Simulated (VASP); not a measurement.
Input:

```xyz
8
Lattice="0.0000 3.1414 3.1414 3.1414 0.0000 3.1414 12.6136 12.6136 -0.0480" Properties=species:S:1:pos:R:3 pbc="T T T"
Zn     3.2153     3.2153     6.2090
Zn     3.0972     3.0972     0.0442
Te     1.5751     1.5751     1.5664
Te     4.6013     4.6013     1.6815
Te     7.8950     7.8950     1.5293
Te    11.1721    11.1721     1.3936
Hg     6.2172     6.2172     0.0656
Hg    12.6454    12.6454     6.2030
```

Method: PBEsol GGA, VASP's PBE PAW potentials (set 64) (plane waves; VASP). Run with 400 eV cut-off, 10×10×3 Γ-centred mesh, tetrahedra with Blöchl corrections, potentials Zn Te Hg.

The cores are frozen, which limits the accuracy of field gradients.

Q: Give the principal components of the electric field gradient (V/Å²) and the asymmetry η at each nucleus.

A: 
```tsv
atom	Vxx	Vyy	Vzz	η
Zn1	2.4	2.4	-4.8	0.00
Zn2	3.6	3.6	-7.2	0.00
Te3	24.5	24.5	-49.0	0.00
Te4	-19.9	-19.9	39.8	0.00
Te5	-44.8	-44.8	89.6	0.00
Te6	1.6	1.6	-3.3	0.00
Hg7	11.4	11.4	-22.8	0.00
Hg8	3.7	3.7	-7.5	0.00
```

The structure was generated: Hg2Zn2Te4 was put into an ordered model structure (R3m), which need not be its known phase. It was relaxed first.
